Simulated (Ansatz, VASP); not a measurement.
# BiBr3 in two plane-wave programs

One calculation is typed for both programs; each brings its own data sets. How far apart do they land? The cell is generated by rule, not measured, and may not be a known phase. The cell is taken from a series of runs on this material, whose earlier steps may have relaxed, scaled, displaced or heated it; both programs get it as it stands.

Main program and level: Ansatz 0.2.0; plane waves, with VASP 6.6.1 beside it; relaxation of cell and atoms at PBEsol.

The structure was built from a prototype and need not be the compound's stable phase.

## 1. The structure

The structure is cubic, space group Pm-3m (No. 221). Conventional cell: a = 5.650 Å, b = 5.650 Å, c = 5.650 Å, α = 90.00°, β = 90.00°, γ = 90.00°. Nearest to Bi lie 6 Br at 2.82 Å. Nearest to Br lie 2 Bi at 2.82 Å. Farther neighbours and most contacts between anions are not listed.

Structure file:

```xyz
4
Lattice="5.6499 0.0000 0.0000 0.0000 5.6499 0.0000 0.0000 0.0000 5.6499" Properties=species:S:1:pos:R:3 pbc="T T T"
Bi    0.0000    0.0000    0.0000
Br    2.8249    0.0000    0.0000
Br    0.0000    2.8249    0.0000
Br    0.0000    0.0000    2.8249
```

## 2. VASP: relaxation of cell and atoms, PBEsol

The relaxed volume is the usual yardstick between codes: in a stiff, nearly cubic crystal its relative difference is about their pressure difference at one cell divided by the bulk modulus.

Lines of VASP's logs that name or quote its potential files are left out, and so is its time.

The input, INCAR:

```
SYSTEM = BiBr3
PREC = Accurate
ENCUT = 500
EDIFF = 1E-07
NELM = 120
ISMEAR = 0
SIGMA = 0.01
LREAL = .FALSE.
ALGO = Normal
GGA = PS
NBANDS = 24
LORBIT = 11
LWAVE = .FALSE.
LCHARG = .FALSE.
ISIF = 3
IBRION = 2
NSW = 80
EDIFFG = -0.005
LASPH = .TRUE.
GGA_COMPAT = .FALSE.
NELMIN = 4
EFERMI = MIDGAP
KPAR = 2
```

The input, POSCAR:

```
BiBr3
1.0
    5.6498550000      0.0000000000      0.0000000000
    0.0000000000      5.6498550000      0.0000000000
    0.0000000000      0.0000000000      5.6498550000
Bi Br
1 3
Direct
    0.0000000000      0.0000000000      0.0000000000
    0.5000000885      0.0000000000      0.0000000000
    0.0000000000      0.5000000885      0.0000000000
    0.0000000000      0.0000000000      0.5000000885
```

The input, KPOINTS:

```
Automatic mesh
0
Gamma
6 6 6
0 0 0
```

Potentials, in the order of the species: Bi_d and Br (PBE family, release 64).

The run is started by

```
> mpirun -np 2 vasp_std
```

Numbers of over 12 decimals in the logs are rounded to 6 here.

The program printed:

```text
[banner, memory and clock lines left out]
running    2 mpi-ranks, on    1 nodes
 distrk:  each k-point on    1 cores,    2 groups
 distr:  one band on    1 cores,    1 groups

 POSCAR found type information on POSCAR BiBr
 POSCAR found :  2 types and       4 ions
|                                                                             |
|               ----> ADVICE to this user running VASP <----                  |
|                                                                             |
|     You enforced a specific xc type in the INCAR file but a different       |
|     [... a line on the potential file left out ...]
|     I HOPE YOU KNOW WHAT YOU ARE DOING!                                     |
|                                                                             |

 LDA part: xc-table for (Slater+PW92), standard interpolation
 POSCAR, INCAR and KPOINTS ok, starting setup
 FFT: planning ... GRIDC
 FFT: planning ... GRID_SOFT
 FFT: planning ... GRID
 WAVECAR not read
 entering main loop
       N       E                     dE             d eps       ncg     rms          rms(c)
DAV:   1     0.316010199580E+03    0.31601E+03   -0.15265E+04   960   0.126E+03
DAV:   2     0.196424393099E+02   -0.29637E+03   -0.28739E+03  1200   0.305E+02
DAV:   3    -0.123263503968E+02   -0.31969E+02   -0.31806E+02  1168   0.117E+02
DAV:   4    -0.131361940847E+02   -0.80984E+00   -0.80874E+00  1200   0.239E+01
DAV:   5    -0.131638227962E+02   -0.27629E-01   -0.27627E-01  1424   0.385E+00    0.537E+00
DAV:   6    -0.123126171281E+02    0.85121E+00   -0.10165E+00  1448   0.835E+00    0.329E+00
DAV:   7    -0.122028796547E+02    0.10974E+00   -0.50617E-01  1392   0.416E+00    0.117E+00
DAV:   8    -0.121973747215E+02    0.55049E-02   -0.79943E-02  1152   0.234E+00    0.243E-01
DAV:   9    -0.121948208722E+02    0.25538E-02   -0.78110E-03  1416   0.813E-01    0.807E-02
DAV:  10    -0.121950590133E+02   -0.23814E-03   -0.12775E-03  1032   0.203E-01    0.495E-02
DAV:  11    -0.121952029502E+02   -0.14394E-03   -0.26402E-04  1176   0.985E-02    0.210E-02
DAV:  12    -0.121951875824E+02    0.15368E-04   -0.15477E-05  1096   0.285E-02    0.771E-03
DAV:  13    -0.121951794627E+02    0.81197E-05   -0.50610E-06  1008   0.119E-02    0.282E-03
DAV:  14    -0.121951787724E+02    0.69025E-06   -0.21101E-06  1200   0.139E-02    0.172E-03
DAV:  15    -0.121951787642E+02    0.82027E-08   -0.27316E-07  1200   0.353E-03
   1 F= -.12195179E+02 E0= -.12195179E+02  d E =-.121952E+02
 curvature:   0.00 expect dE= 0.000E+00 dE for cont linesearch  0.000E+00
 trial: gam= 0.00000 g(F)=  0.000E+00 g(S)=  0.386E-04 ort = 0.000E+00 (trialstep = 0.100E+01)
 search vector abs. value=  0.386E-04
 bond charge predicted
       N       E                     dE             d eps       ncg     rms          rms(c)
DAV:   1    -0.121955805773E+02   -0.40180E-03   -0.10068E-02  1272   0.105E+00    0.105E-01
DAV:   2    -0.121952573154E+02    0.32326E-03   -0.56825E-04  1200   0.253E-01    0.416E-02
DAV:   3    -0.121951931715E+02    0.64144E-04   -0.26961E-04  1264   0.159E-01    0.153E-02
DAV:   4    -0.121951923422E+02    0.82932E-06   -0.52761E-06  1200   0.178E-02    0.123E-02
DAV:   5    -0.121951903896E+02    0.19526E-05   -0.27663E-06  1296   0.180E-02    0.257E-03
DAV:   6    -0.121951901622E+02    0.22733E-06   -0.35564E-07  1024   0.728E-03    0.431E-04
DAV:   7    -0.121951900969E+02    0.65366E-07   -0.19867E-08   776   0.117E-03
   2 F= -.12195190E+02 E0= -.12195190E+02  d E =-.113326E-04
 trial-energy change:   -0.000011  1 .order   -0.000013   -0.000039    0.000012
 step:   0.7151(harm=  0.7618)  dis= 0.00000  next Energy=   -12.195192 (dE=-0.131E-04)
 reached required accuracy - stopping structural energy minimisation
```

OUTCAR, selected parts (step 2):

```text
ion  position               nearest neighbor table
   1  0.000  0.000  0.000-   2 2.82   3 2.82   4 2.82   2 2.82   3 2.82   4 2.82
   2  0.500  0.000  0.000-   1 2.82   1 2.82
   3  0.000  0.500  0.000-   1 2.82   1 2.82
   4  0.000  0.000  0.500-   1 2.82   1 2.82

  LATTYP: Found a simple cubic cell.
 ALAT       =     5.6498550000

 Subroutine GETGRP returns: Found 48 space group operations
 (whereof 48 operations were pure point group operations)

The static configuration has the point symmetry O_h .

 Found     20 irreducible k-points:

   k-points           NKPTS =     20   k-points in BZ     NKDIM =     20   number of bands    NBANDS=     24

   dimension x,y,z NGX =    42 NGY =   42 NGZ =   42
   dimension x,y,z NGXF=    84 NGYF=   84 NGZF=   84

   ENCUT  =  500.0 eV  36.75 Ry    6.06 a.u.  10.30 10.30 10.30*2*pi/ulx,y,z

   NELECT =      36.0000    total number of electrons

 k-points in reciprocal lattice and weights: Automatic mesh
   0.00000000  0.00000000  0.00000000       0.005
   0.16666667  0.00000000  0.00000000       0.028
   0.33333333  0.00000000  0.00000000       0.028
   0.50000000  0.00000000  0.00000000       0.014
   0.16666667  0.16666667  0.00000000       0.056
   0.33333333  0.16666667  0.00000000       0.111
   0.50000000  0.16666667  0.00000000       0.056
   0.33333333  0.33333333  0.00000000       0.056
   0.50000000  0.33333333  0.00000000       0.056
[...]
0.50000000  0.50000000  0.33333333       0.028
   0.50000000  0.50000000  0.50000000       0.005

 average (electrostatic) potential at core
       1-111.8141       2 -65.4346       3 -65.4346       4 -65.4346

 E-fermi :  -0.4500

 k-point     1 :       0.0000    0.0000    0.0000
  band No.  band energies     occupation
    ...
     14      -2.0130      2.00000
     15      -2.0130      2.00000
     16      -1.9963      2.00000
     17      -1.9963      2.00000
     18      -1.9963      2.00000
     19       4.3099      0.00000
     20       5.0214      0.00000
     21       5.0214      0.00000
     22       5.0214      0.00000
     23       5.8977      0.00000
    ...

 k-point     2 :       0.1667    0.0000    0.0000
  band No.  band energies     occupation
    ...
     14      -2.0651      2.00000
     15      -2.0484      2.00000
     16      -2.0194      2.00000
     17      -2.0024      2.00000
     18      -2.0024      2.00000
     19       3.9643      0.00000
     20       4.5694      0.00000
     21       4.8164      0.00000
     22       4.8164      0.00000
     23       5.9457      0.00000
    ...

 k-point     3 :       0.3333    0.0000    0.0000
  band No.  band energies     occupation
    ...
     14      -2.1848      2.00000
     15      -2.1071      2.00000
     16      -2.0647      2.00000
     17      -1.9994      2.00000
     18      -1.9994      2.00000
     19       2.0896      0.00000
     20       4.6075      0.00000
     21       4.6075      0.00000
     22       5.1552      0.00000
     23       6.0521      0.00000
    ...

  Total       -0.0102145     -0.0102145     -0.0102145      0.0000000     -0.0000000      0.0000000
  in kB       -0.0906365     -0.0906365     -0.0906365      0.0000000     -0.0000000      0.0000000
  external PRESSURE =      -0.0906365 kB  Pullay stress =       0.0000000 kB

  energy-cutoff  :      500.00
  volume of cell :      180.56
      direct lattice vectors                 reciprocal lattice vectors
     5.652080911  0.000000000  0.000000000     0.176925988  0.000000000 -0.000000000
    -0.000000000  5.652080911  0.000000000    -0.000000000  0.176925988  0.000000000
     0.000000000 -0.000000000  5.652080911    -0.000000000 -0.000000000  0.176925988

 POSITION                                       TOTAL-FORCE (eV/Angst)
 -----------------------------------------------------------------------------------
      0.00000      0.00000      0.00000        -0.000000     -0.000000      0.000000
      2.82604      0.00000      0.00000        -0.000000     -0.000000      0.000000
     -0.00000      2.82604      0.00000         0.000000     -0.000000      0.000000
      0.00000     -0.00000      2.82604        -0.000000      0.000000      0.000000
 -----------------------------------------------------------------------------------
    total drift:                               -0.000169     -0.000169     -0.000169

  FREE ENERGIE OF THE ION-ELECTRON SYSTEM (eV)
  ---------------------------------------------------
  free  energy   TOTEN  =       -12.1951900969 eV

  energy  without entropy=      -12.1951900969  energy(sigma->0) =      -12.19519010

 reached required accuracy - stopping structural energy minimisation

 total charge
# of ion       s       p       d       tot
------------------------------------------
    1        1.624   0.920   9.982  12.527
    2        1.608   3.212   0.011   4.831
    3        1.608   3.212   0.011   4.831
    4        1.608   3.212   0.011   4.831
--------------------------------------------------
tot          6.449  10.556  10.015  27.021

[... 3 further parts left out ...]
```

CONTCAR:

```
BiBr3
   1.00000000000000
     5.6520809112118169    0.0000000000000000    0.0000000000000000
    -0.0000000000000000    5.6520809112118169    0.0000000000000000
     0.0000000000000000   -0.0000000000000000    5.6520809112118169
  Bi              Br
     1     3
Direct
     0.0000000000000000    0.0000000000000000    0.0000000000000000
     0.5000000885000020    0.0000000000000000    0.0000000000000000
     0.0000000000000000    0.5000000885000020    0.0000000000000000
     0.0000000000000000    0.0000000000000000    0.5000000885000020
```

## 3. Ansatz: relaxation of cell and atoms, PBEsol

Ansatz runs on its default PAW (the set named soft_2) files.

The same cell, functional and mesh now go to Ansatz, which takes its cutoff from its data sets.

The input, input.yaml:

```yaml
crystal:
  lattice:
    - [5.6498553819, 0.0, 0.0]
    - [0.0, 5.6498553819, 0.0]
    - [0.0, 0.0, 5.6498553819]
  atoms:
    - { symbol: Bi, position: [0.0, 0.0, 0.0] }
    - { symbol: Br, position: [0.5, 0.0, 0.0] }
    - { symbol: Br, position: [0.0, 0.5, 0.0] }
    - { symbol: Br, position: [0.0, 0.0, 0.5] }
kpoints:
  mp_grid: { grid: [6, 6, 6] }
hamiltonian:
  xc: pbesol
scf:
  occupations: { method: fixed }
output:
  forces: true
  stress: true
  eigenvalues: true
relax:
  adjacent_minimum: "off"
  f_tol: 0.001
  max_steps: 60
  cell: { stress_tol: 0.01 }
```

The run is started by

```
> ansatz run input.yaml --threads 4 --pin off --max-ram 7168MiB --backend cpu --events-out ev --progress --plain --runs-dir out
```

The program printed:

```text
Engine: ansatz 0.2.0, aarch64-unknown-linux-gnu
Pseudopotentials: kind: paw
Pseudopotential: Bi, paw, valence charge 15, recommended cutoff 420 eV (normal), Bi.paw.azcp
Pseudopotential: Br, paw, valence charge 7, recommended cutoff 420 eV (normal), Br.paw.azcp
Functional definition: PBEsol
  exchange = pbesol_x
  correlation = pbesol_c
Crystal: 4 atoms, lattice volume = 180.348 Å³
Basis set: ecut = 420 eV, 3575 PW (Γ), exchange–correlation on 80×80×80 points (8 copies of the dense FFT grid, shifted against one another)
Bands: 22, of which v1, the nominal top of the filled ones, is band 18 counted from 1 (17 counted from 0)
Symmetry: 48 space group operations
Space group: Pm-3m (ITA 221), of the structure as read, at distance tolerance 5.6e-5 Å
k-points: 20 of 216
Non-local potential: Bi, projectors of the file, l = 0: 2, l = 1: 2, l = 2: 2, l = 3: 2
Non-local potential: Br, projectors of the file, l = 0: 2, l = 1: 2, l = 2: 2
PAW form: soft (Blöchl's): semilocal exchange-correlation on the pseudo side does not see the compensation charge
PAW frozen core: Bi, regenerated for the run's functional, and the local potential with it (the file was generated under x = pbe(κ = 0.804, μ = 0.219515), c = pbe(β = 0.066725))
PAW frozen core: Br, regenerated for the run's functional, and the local potential with it (the file was generated under x = pbe(κ = 0.804, μ = 0.219515), c = pbe(β = 0.066725))
PAW one-centre angular grid: Bi, 590 points (default); XC on 64 Gauss nodes
PAW one-centre angular grid: Br, 110 points (default); XC on 64 Gauss nodes
Initial density: superposition of atomic densities (neutral atoms: chi_scale 0, normalization atom), corrected by the library's trained network
Initial wavefunctions: pseudopotential atomic-orbital guess
Functional: x = pbesol(κ = 0.804, μ = 0.123457), c = pbesol(β = 0.046)
SCF iter   1: F=—  HF=-20453.763816 eV  |F-HF|=—  |Δ(HF+E_count)|=         —  Δρ=1.80e-3  dr2=7.91e-3  ethr=1.77e-3  ⟨swp⟩=5.0  Hψ=1955  notcnv=0  defer=30
preconditioner: auto → Resta (q_TF=auto, 2.086 Å⁻¹)  ε∞=3.2  [insulator: Δε(μ)=0.577 eV  Ē_g=9.603 eV  n_scr=26 (ndim 8)  ℏωp=14.1 eV  f_vac=0.265  ε∞_Penn≈3.2  vacuum switching on, ρ_ref=6.7e-3 e/Å³]
SCF iter   2: F=—  HF=-20453.766828 eV  |F-HF|=—  |Δ(HF+E_count)|=   3.01e-3  Δρ=9.30e-4  dr2=2.37e-3  ethr=2.20e-5  ⟨swp⟩=3.4  Hψ=1092  notcnv=0  defer=35
SCF iter   3: F=—  HF=-20453.768200 eV  |F-HF|=—  |Δ(HF+E_count)|=   1.37e-3  Δρ=2.50e-4  dr2=1.28e-4  ethr=6.59e-6  ⟨swp⟩=3.1  Hψ=845  notcnv=0  defer=35
SCF iter   4: F=—  HF=-20453.768220 eV  |F-HF|=—  |Δ(HF+E_count)|=   2.09e-5  Δρ=6.98e-5  dr2=1.58e-5  ethr=3.57e-7  ⟨swp⟩=2.6  Hψ=682  notcnv=0  defer=28
SCF iter   5: F=—  HF=-20453.768200 eV  |F-HF|=—  |Δ(HF+E_count)|=   2.08e-5  Δρ=2.12e-5  dr2=1.29e-6  ethr=4.38e-8  ⟨swp⟩=2.2  Hψ=685  notcnv=0  defer=25
SCF iter   6: F=—  HF=-20453.768201 eV  |F-HF|=—  |Δ(HF+E_count)|=   1.05e-6  Δρ=5.83e-6  dr2=1.09e-7  ethr=3.58e-9  ⟨swp⟩=2.2  Hψ=696  notcnv=0  defer=25
SCF iter   7: F=-20453.768201 eV  HF=-20453.768201 eV  |F-HF|=5.49e-10  |Δ(HF+E_count)|=   5.76e-8  Δρ=1.89e-6  dr2=5.32e-9  ethr=2.78e-10  ⟨swp⟩=9.9  Hψ=2581  notcnv=0
SCF 1 converged in 7 iterations: F = -20453.768201 eV  dr2 = 5.32e-9
  greatest PAW one-centre occupation: 0.990 electrons in one spin orbital (limit 2), on the Bi atom at site 0 (counted from 0), in its partial waves of l = 2
relax step   1: F+E_penalty+E_count = -20453.76820084 eV  Δ(F+E_penalty+E_count) = +0.000e0 eV  max|allowed force component| = 2.041e-29 eV/Å  Δτ_max = 0.0000 Å  P = +0.017 GPa  Ω = 180.348 Å³  (7 SCF iters, dr2 threshold 1.00e-7 eV, accepted)
[...]
relax step   2: F+E_penalty+E_count = -20453.76819574 eV  Δ(F+E_penalty+E_count) = +5.101e-6 eV  max|allowed force component| = 3.583e-30 eV/Å  Δτ_max = 0.0000 Å  P = -0.002 GPa  Ω = 180.462 Å³  energy of the carried Pulay correction = -1.038e-5 eV  (5 SCF iters, dr2 threshold 6.89e-10 eV, accepted)
[...]
relax step   3: F+E_penalty+E_count = -20453.76822574 eV  Δ(F+E_penalty+E_count) = -3.000e-5 eV  max|allowed force component| = 1.627e-29 eV/Å  Δτ_max = 0.0000 Å  P = -0.002 GPa  Ω = 180.462 Å³  stress off target by 1.85e-3 GPa  SCF on the basis re-selected at this cell (its energy is not comparable with the rows above)  (6 SCF iters)
basis re-selected at this cell: Δ(F+E_penalty+E_count) = -3.000e-5 eV, ΔP = -0.000 GPa vs the last step (what re-selecting the basis moved, of the pressure what is left beyond the Pulay correction that the steps carried, after the strain that the cell walked since its last selection, with what the two solves' SCF thresholds leave and, on support functions, any second-order correction that the steps lacked; it is no m [...]
SCF converged after 6 iterations
Free energy (F): -20453.768226 eV
Harris-Foulkes:  -20453.768226 eV  (|F-HF|=1.46e-11)
Internal energy: -20453.768226 eV  (E = F + TS)
E sigma→0 (E₀):  -20453.768226 eV
Fermi energy:    0.988954 eV
--- Per-component energies (eV) ---
  E_band       = -337.864924
  E_kinetic    = 699.532167
  E_local      = -3439.800128  (includes V_loc(G=0)·N_el)
  E_nonlocal   = 776.893030
  E_hartree    = 1201.117924
  E_xc         = -933.745219
  E_vxc        = -453.894005  (∫ρ·V_xc dr)
  E_paw        = -17118.183412  (= ΣΔE_a)
  E_vpaw       = -322.831408  (= ΣTr[D̂ρ^β])
  E_aug_tail   = -0.000431  (compensation charges beyond the density's cutoff)
  E_ewald      = -1639.948720
  E_core_change = 0.366563  (= ΣΔE_core)
  E_smearing   = -0.000000  (= −TS)
  E_closure    = -0.000000  (closes the sum)
  Σ components = -20453.768226   (vs F -20453.768226, Δ=0.00e0)
--- Forces (eV/Å), atoms counted from 1 ---
  atom   1  Bi    -0.00000000    -0.00000000    -0.00000000
  atom   2  Br     0.00000000     0.00000000    -0.00000000
  atom   3  Br     0.00000000     0.00000000     0.00000000
  atom   4  Br    -0.00000000     0.00000000     0.00000000
  max |Σ_I F_I| component: 1.91e-29 eV/Å
--- Stress (GPa, compression-positive) ---
       -0.001852       0.000000       0.000000
        0.000000      -0.001852      -0.000000
       -0.000000       0.000000      -0.001852
  P = ⅓ Tr σ = -0.0019 GPa (-0.019 kbar)
--- Band table (eV; the first three rows and the last of 20) ---
  k-point 0: bands = [... 14 lower, -0.2852, -0.2682, -0.2682, -0.2682, 6.0402, 6.7556, 6.7556, 6.7556]
  k-point 1: bands = [... 14 lower, -0.3204, -0.2913, -0.2744, -0.2744, 5.6990, 6.2998, 6.5501, 6.5501]
  k-point 2: bands = [... 14 lower, -0.3782, -0.3366, -0.2714, -0.2714, 3.8239, 6.3407, 6.3407, 6.8858]
  k-point 19: bands = [... 14 lower, 0.3096, 0.3096, 0.3096, 0.9890, 1.5832, 1.5832, 1.5832, 7.2408]
--- Relaxed structure (2 steps of the walk, 2 accepted, 1 SCFs on fresh bases) ---
  F+E_penalty+E_count = -20453.76822574 eV   max|allowed force component| = 1.627e-29 eV/Å   (the final SCF, on the basis selected at the relaxed cell)
  cell:  # Å, volume = 180.4620 Å³
    - [5.651043, 0, 0.0]
    - [0, 5.651043, 0.0]
    - [0.0, 0.0, 5.651043]
  atoms:
    - { symbol: Bi, position: [0, 0, 0] }
    - { symbol: Br, position: [0.500000, 0, 0] }
    - { symbol: Br, position: [0, 0.500000, 0] }
    - { symbol: Br, position: [0, 0, 0.500000] }
```

Reading the cycles: dr2 is the Hartree energy of the density residual (eV), the measure of convergence; HF is the Harris–Foulkes estimate of the energy, which meets the free energy F at convergence.

## 4. Comparison

Known differences besides the potentials themselves: fixed occupations in Ansatz, narrow Gaussian smearing in VASP; the cutoff is 420 eV in Ansatz and 500 eV in VASP; Ansatz makes its cores anew for this functional, VASP keeps those of its PBE data sets; Ansatz adds a Pulay correction to the stress that steers its cell, VASP none. Total energies have different zeros and are not compared.

Compared:

| quantity | Ansatz | VASP | difference |
| --- | --- | --- | --- |
| volume (Å³) | 180.46 | 180.56 | -0.06 % |
| edge a after relaxation, in the typed setting (Å) | 5.651 | 5.652 | -0.02 % |

## 5. Outcome

```
difference in volume (relaxation of cell and atoms, PBEsol) : -0.055 %
```

The difference in volume is -0.055 % (relaxation of cell and atoms, PBEsol), within the 1.2 % picked in this series as the mark of a large difference, as far as the stopping tolerances let one tell. 1 further run of this series is not shown here. How closely two codes agree says nothing of how well the functional describes the real material.

[Lines on the potential files, build, host, timing and source positions are cut from VASP's logs without a mark.]

[Logs are printed without paths, hosts, clocks, repeated set-up lines and the standing remarks that a program may print on its own settings, such as how far it seeks lower states.]

[Hosts, paths, dates, database ids (printed as entryN), source tags and the programs' standing remarks are cut or masked in the printed files.]
